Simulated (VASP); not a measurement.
OSZICAR of a VASP run on SiC (zinc blende):

File OSZICAR:
```
       N       E                     dE             d eps       ncg     rms          rms(c)
DAV:   1     0.974086295466E+00    0.97409E+00   -0.41599E+03   584   0.862E+02
DAV:   2    -0.193399845942E+02   -0.20314E+02   -0.18621E+02   776   0.111E+02
DAV:   3    -0.196652712361E+02   -0.32529E+00   -0.32529E+00   680   0.172E+01
DAV:   4    -0.196660725311E+02   -0.80130E-03   -0.80130E-03   816   0.886E-01
DAV:   5    -0.196660735726E+02   -0.10415E-05   -0.10415E-05   688   0.199E-02    0.101E+01
DAV:   6    -0.176364316369E+02    0.20296E+01   -0.35232E+00   560   0.235E+01    0.497E+00
DAV:   7    -0.158331012870E+02    0.18033E+01   -0.10369E+01   560   0.147E+02    0.146E+00
DAV:   8    -0.176769323307E+02   -0.18438E+01   -0.20701E+00   560   0.242E+01    0.116E+00
DAV:   9    -0.175801927483E+02    0.96740E-01   -0.12485E-01   720   0.419E+00    0.455E-01
DAV:  10    -0.176520277469E+02   -0.71835E-01   -0.14784E-01   576   0.477E+00    0.185E-01
DAV:  11    -0.176941880724E+02   -0.42160E-01   -0.34346E-02   592   0.229E+00    0.135E-01
DAV:  12    -0.176960556348E+02   -0.18676E-02   -0.40378E-03   784   0.429E-01    0.529E-02
DAV:  13    -0.176962330150E+02   -0.17738E-03   -0.24097E-04   680   0.147E-01    0.258E-02
DAV:  14    -0.176962215718E+02    0.11443E-04   -0.77079E-05   624   0.939E-02    0.122E-02
DAV:  15    -0.176962505966E+02   -0.29025E-04   -0.20911E-05   664   0.389E-02    0.621E-03
DAV:  16    -0.176962628064E+02   -0.12210E-04   -0.51958E-06   600   0.268E-02    0.293E-03
DAV:  17    -0.176962641940E+02   -0.13876E-05   -0.15887E-06   416   0.958E-03    0.888E-04
DAV:  18    -0.176962640567E+02    0.13726E-06   -0.74616E-08   288   0.298E-03
   1 F= -.17696264E+02 E0= -.17696264E+02  d E =-.176963E+02
       N       E                     dE             d eps       ncg     rms          rms(c)
DAV:   1    -0.176961462734E+02    0.11792E-03   -0.53955E-03   600   0.664E-01    0.926E-02
DAV:   2    -0.176962841888E+02   -0.13792E-03   -0.69791E-05   752   0.889E-02    0.510E-02
DAV:   3    -0.176962196333E+02    0.64556E-04   -0.47106E-04   568   0.124E-01    0.213E-02
DAV:   4    -0.176962483422E+02   -0.28709E-04   -0.35983E-05   560   0.406E-02    0.132E-02
DAV:   5    -0.176962553750E+02   -0.70328E-05   -0.77481E-05   592   0.508E-02    0.600E-03
DAV:   6    -0.176962561780E+02   -0.80302E-06   -0.19730E-05   608   0.264E-02    0.571E-03
DAV:   7    -0.176962568197E+02   -0.64170E-06   -0.30664E-06   560   0.158E-02
   2 F= -.17696257E+02 E0= -.17696257E+02  d E =0.723698E-05
       N       E                     dE             d eps       ncg     rms          rms(c)
DAV:   1    -0.176963171712E+02   -0.60993E-04   -0.13599E-03   584   0.333E-01    0.475E-02
DAV:   2    -0.176963478664E+02   -0.30695E-04   -0.17418E-05   752   0.442E-02    0.263E-02
DAV:   3    -0.176963292846E+02    0.18582E-04   -0.11959E-04   576   0.632E-02    0.107E-02
DAV:   4    -0.176963385378E+02   -0.92532E-05   -0.96256E-06   568   0.211E-02    0.641E-03
DAV:   5    -0.176963403689E+02   -0.18312E-05   -0.17844E-05   600   0.246E-02    0.287E-03
DAV:   6    -0.176963402772E+02    0.91709E-07   -0.45555E-06   576   0.128E-02
   3 F= -.17696340E+02 E0= -.17696340E+02  d E =-.762205E-04
```

### Question
Which electronic solver shows in the log?

### Answer
It is blocked Davidson (ALGO = Normal, or the opening steps of other solvers). The INCAR had ALGO = Normal.

### Question
Can the final energy be trusted as converged?

### Answer
The calculation finished and met its thresholds. It stopped with EDIFF = 1E-6, NELM = 100, NSW = 60 and EDIFFG = -0.01 after 3 ionic steps (revTPSS meta-GGA, plane waves, VASP's PBE PAW potentials (set 64)).

The compound is SiC in the zinc blende structure. This run relaxes it. Symmetry was kept, so distortions that lower it aren't found.
